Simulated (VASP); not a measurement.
All values below come from PBE0 hybrid, VASP's PBE PAW potentials (set 64) (plane waves; VASP 6.6.1).

VASP ran on this input.

### POSCAR
```
BP
2.2733210
  0.0000000000   1.0000000000   1.0000000000
  1.0000000000   0.0000000000   1.0000000000
  1.0000000000   1.0000000000   0.0000000000
B P
1 1
Cartesian
  0.0000000000   0.0000000000   0.0000000000
  0.5000000000   0.5000000000   0.5000000000
```

KPOINTS:
```
Automatic
0
Gamma
8 8 8
0 0 0
```

### INCAR
```
SYSTEM = BP
PREC = Accurate
ENCUT = 400
EDIFF = 1E-6
NELM = 100
ALGO = Normal
LREAL = .FALSE.
LASPH = .TRUE.
ISMEAR = 0
SIGMA = 0.01
GGA = PE
AEXX = 0.25
HFRCUT = -1
LHFCALC = .TRUE.
PRECFOCK = Fast
ISYM = 3
LWAVE = .FALSE.
LCHARG = .FALSE.
ISIF = 2
```

POTCAR, in this order: B P (PBE.64 set). Program: vasp_std.

The run wrote:

OUTCAR:
```
 ion  position               nearest neighbor table
   1  0.000  0.000  0.000-   2 1.97   2 1.97   2 1.97   2 1.97
   2  0.250  0.250  0.250-   1 1.97   1 1.97   1 1.97   1 1.97
  LATTYP: Found a face centered cubic cell.
 ALAT       =     4.5466420000
 Subroutine PRICEL returns:
 Original cell was already a primitive cell.
 Subroutine GETGRP returns: Found 24 space group operations
The static configuration has the point symmetry T_d .
The dynamic configuration has the point symmetry T_d .
 Subroutine INISYM returns: Found 24 space group operations
 Subroutine IBZKPT returns following result:
 Found     29 irreducible k-points:

 Following reciprocal coordinates:
            Coordinates               Weight
  0.000000  0.000000  0.000000      1.000000
  0.125000  0.000000  0.000000      8.000000
  0.250000  0.000000  0.000000      8.000000
  0.375000  0.000000  0.000000      8.000000
  0.500000  0.000000  0.000000      4.000000
  0.125000  0.125000  0.000000      6.000000
  0.250000  0.125000  0.000000     24.000000
  0.375000  0.125000  0.000000     24.000000
  0.500000  0.125000  0.000000     24.000000
...
```

**OSZICAR**
```
       N       E                     dE             d eps       ncg     rms          rms(c)
DAV:   1    -0.162029132402E+03   -0.16203E+03   -0.36147E+03   480   0.737E+02
DAV:   2    -0.179987501779E+03   -0.17958E+02   -0.17602E+02   720   0.972E+01
DAV:   3    -0.180158938400E+03   -0.17144E+00   -0.17144E+00   528   0.124E+01
DAV:   4    -0.180159427473E+03   -0.48907E-03   -0.48903E-03   776   0.673E-01
DAV:   5    -0.166878481623E+02    0.16347E+03   -0.19271E+00   552   0.107E+01    0.833E+00
DAV:   6    -0.158645254896E+02    0.82332E+00   -0.13162E+00   552   0.740E+00    0.507E+00
DAV:   7    -0.157822190312E+02    0.82306E-01   -0.58779E-01   592   0.443E+00    0.277E+00
DAV:   8    -0.157767708767E+02    0.54482E-02   -0.78681E-02   608   0.177E+00    0.149E+00
DAV:   9    -0.157698760180E+02    0.68949E-02   -0.11659E-02   600   0.767E-01    0.874E-01
DAV:  10    -0.157681669530E+02    0.17091E-02   -0.49335E-03   568   0.458E-01    0.560E-01
DAV:  11    -0.157680235459E+02    0.14341E-03   -0.11369E-03   568   0.225E-01    0.360E-01
DAV:  12    -0.157680007630E+02    0.22783E-04   -0.14546E-04   608   0.914E-02    0.217E-01
DAV:  13    -0.157679980478E+02    0.27152E-05   -0.45268E-05   584   0.519E-02    0.126E-01
DAV:  14    -0.157680044573E+02   -0.64095E-05   -0.18522E-05   584   0.328E-02    0.701E-02
DAV:  15    -0.157680093389E+02   -0.48816E-05   -0.49975E-06   592   0.189E-02    0.390E-02
DAV:  16    -0.157680118716E+02   -0.25327E-05   -0.15236E-06   528   0.115E-02    0.220E-02
DAV:  17    -0.157680130974E+02   -0.12259E-05   -0.59047E-07   280   0.744E-03    0.127E-02
DAV:  18    -0.157680136584E+02   -0.56098E-06   -0.27266E-07   280   0.513E-03
   1 F= -.15768014E+02 E0= -.15768014E+02  d E =-.362837E-58
```

**OUTCAR**
```
------------------------ aborting loop because EDIFF is reached ----------------------------------------
  FORCE on cell =-STRESS in cart. coord.  units (eV):
  Direction    XX          YY          ZZ          XY          YZ          ZX
  --------------------------------------------------------------------------------------
  Total       -0.4630228     -0.4630228     -0.4630228      0.0000000      0.0000000     -0.0000000
  in kB      -31.5718955    -31.5718955    -31.5718955      0.0000000      0.0000000     -0.0000000
  external PRESSURE =     -31.5718955 kB  Pullay stress =       0.0000000 kB
  volume of cell :       23.50
      direct lattice vectors                 reciprocal lattice vectors
     0.000000000  2.273321000  2.273321000    -0.219942542  0.219942542  0.219942542
     2.273321000  0.000000000  2.273321000     0.219942542 -0.219942542  0.219942542
     2.273321000  2.273321000  0.000000000     0.219942542  0.219942542 -0.219942542
  FREE ENERGIE OF THE ION-ELECTRON SYSTEM (eV)
  ---------------------------------------------------
  free  energy   TOTEN  =       -15.7680136584 eV

  energy  without entropy=      -15.7680136584  energy(sigma->0) =      -15.76801366

  exchange ACFDT corr.  =         0.00000000  see jH, gK, PRB 81, 115126
```
(Selected blocks of OUTCAR.)

At this cut-off the stress carries a Pulay error, which pulls relaxed volumes low.

The structure comes from a computed database's BP entry; how it stands against other phases isn't given here. The cell was not relaxed at this level.
